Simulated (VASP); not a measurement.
Consider the following.

```xyz
2
Lattice="0.0000 3.6853 3.6853 3.6853 0.0000 3.6853 3.6853 3.6853 0.0000" Properties=species:S:1:pos:R:3 pbc="T T T"
Sr     0.0000     0.0000     0.0000
Te     1.8427     1.8427     1.8427
```

The numbers are results of PBEsol GGA, VASP's PBE PAW potentials (set 64) (plane waves; VASP), not measurements. Numerical set-up: 400 eV cut-off, 7×7×7 Γ-centred mesh, tetrahedra with Blöchl corrections, potentials Sr_sv Te.

**Question.** What does the run give for the energy per atom (σ→0)?

**Answer.** 
```
Quantity                                Value
---------------------  ----------------------
energy per atom (σ→0)  -393.2 kJ/mol of atoms
```

Total energies compare only between runs with the same potentials, cut-off and functional.

The structure was generated: SrTe was put into the zinc blende type (F-43m), which need not be its known phase. It was relaxed first, which changed the volume by -12 %.
